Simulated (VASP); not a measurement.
Given:

```yaml
crystal:
  lattice:
    - [2.89269, 0.00000, 0.00000]
    - [0.00000, 2.89269, 0.00000]
    - [0.00000, 0.00000, 2.89269]
  atoms:
    - { symbol: Al, position: [0.50000, 0.50000, 0.50000] }
    - { symbol: Ni, position: [0.00000, 0.00000, 0.00000] }
```

Calculation: PBE GGA with spin-orbit coupling, VASP's PBE PAW potentials (set 64) (plane waves; VASP). Run with 400 eV cut-off, 11×11×11 Γ-centred mesh, Gaussian smearing of 0.050 eV, potentials Al Ni.

Problem. Predict the energy per atom (σ→0), band gap (over mesh and band path) with the smallest direct gap where there is one.

Solution. 
| Quantity | Result |
|---|---|
| band gap (over mesh and band path) | none (metal, semimetal or under 0.01 eV) |
| energy per atom (σ→0) | -5.271 eV/atom |

The absolute energy has meaning only against runs of the same code, potentials and settings.

The compound is NiAl in the CsCl type structure. It was relaxed first.
